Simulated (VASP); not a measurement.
An input for Ansatz (written as the equivalent of a VASP run, and not itself run):

Ansatz 0.2 input:
```yaml
crystal:
  lattice:
    - [-1.6250000, 1.6250000, 2.4750000]
    - [1.6250000, -1.6250000, 2.4750000]
    - [1.6250000, 1.6250000, -2.4750000]
  atoms:
    - { symbol: In, position: [0.0000000, 0.0000000, 0.0000000] }
kpoints:
  mp_grid: { grid: [14, 14, 14] }
hamiltonian:
  xc: pbe
  pseudopotentials: { kind: paw }
scf:
  occupations: { method: methfessel_paxton, width: 0.1 }
  max_iter: 100
relax:
  max_steps: 60
  f_tol: 0.01
  cell: {}
output: { forces: true, stress: true, eigenvalues: true }
```

### Question
Write the VASP files for the same calculation (PBE).

### Answer
This is not unique; one that fits is 
### KPOINTS
```
K-points
0
Gamma
14 14 14
0 0 0
```

### INCAR
```
! general
SYSTEM   =  In
PREC     =  Accurate
ENCUT    =  480
LREAL    =  .FALSE.
LASPH    =  .TRUE.   ! aspherical one-centre terms

! electronic loop
EDIFF    =  1E-6
NELM     =  100   ! most electronic steps
ALGO     =  Normal   ! blocked Davidson
LMAXMIX  =  4   ! l cut-off of mixed one-centre charges

! smearing
ISMEAR   =  1   ! Methfessel-Paxton
SIGMA    =  0.1   ! width (eV)

! functional
GGA      =  PE   ! PBE

! ions
IBRION   =  2   ! conjugate gradients
NSW      =  60
ISIF     =  3   ! ions, shape and volume
EDIFFG   =  -0.01

! output
LWAVE    =  .FALSE.
LCHARG   =  .FALSE.
```

### POSCAR
```
In
1
   -1.6250000000     1.6250000000     2.4750000000
    1.6250000000    -1.6250000000     2.4750000000
    1.6250000000     1.6250000000    -2.4750000000
In
1
Direct
  0.0000000000   0.0000000000   0.0000000000
```

POTCAR, in this order: In (PBE.64 set). Program: vasp_std.

What does not carry over: each code has its own PAW files, so the cut-off isn't converted (ENCUT is set for VASP's; basis.ecutwfc is left out, and Ansatz then takes the one that its files recommend); Ansatz stops its SCF on the density residual and VASP on the energy change (EDIFF).

The compound is In in the bct structure. This run relaxes it. Symmetry was kept, so distortions that lower it aren't found.
